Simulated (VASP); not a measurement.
Wanted: the native input for a VASP 6.6.1 run.

| Property | Result |
| --- | --- |
| Task | relaxation of the atoms |
| Functional | LDA |
| Potentials or basis | VASP PAW LDA potentials, release 64 (B, Au) |
| Cutoff | 520 eV |
| k mesh | 10 × 10 × 10 |
| Occupations | gaussian, width 0.05 eV |
| Spin | no spin polarisation |
| Further INCAR settings | ALGO = Normal; EDIFF = 1e-07; IBRION = 2; EDIFFG = -0.01; NSW = 40 |

The structure of BAu lies in POSCAR:

```
BAu
1.0
    0.0000000000      2.3501700000      2.3501700000
    2.3501700000      0.0000000000      2.3501700000
    2.3501700000      2.3501700000      0.0000000000
B Au
1 1
Direct
    0.0000000000      0.0000000000      0.0000000000
    0.5000000000      0.5000000000      0.5000000000
```

The cell was built by a generator and needn't be a form met in nature.

The input as run:

INCAR

```
SYSTEM = BAu
ALGO = Normal ; EDIFF = 1E-7
EDIFFG = -0.01 ; ENCUT = 520
GGA = CA ; IBRION = 2
ISIF = 2 ; ISMEAR = 0
LASPH = .TRUE. ; LCHARG = .FALSE.
LREAL = .FALSE. ; LWAVE = .FALSE.
NELM = 100 ; NSW = 40
PREC = Accurate ; SIGMA = 0.05
```

KPOINTS

```
k-points
0
G
  10 10 10
  0 0 0
```

Potentials or basis: VASP PAW LDA potentials, release 64 (B, Au).

Launch:

```sh
$ cat potpaw_LDA.64/B/POTCAR potpaw_LDA.64/Au/POTCAR > POTCAR
$ mpirun -np 1 vasp_std > vasp.out
```

Results of the run:

```
Pressure after relaxing : -10.0 GPa
Band gap on the k mesh  : none (metal or under the smearing width)
```

Caveat: the relaxation stopped at its first step, so nothing moved.

Wall time 15 s on 1 thread of Intel(R) Xeon(R) Platinum 8375C CPU @ 2.90GHz (Ice Lake) (shared host), peak memory 0.15 GiB.
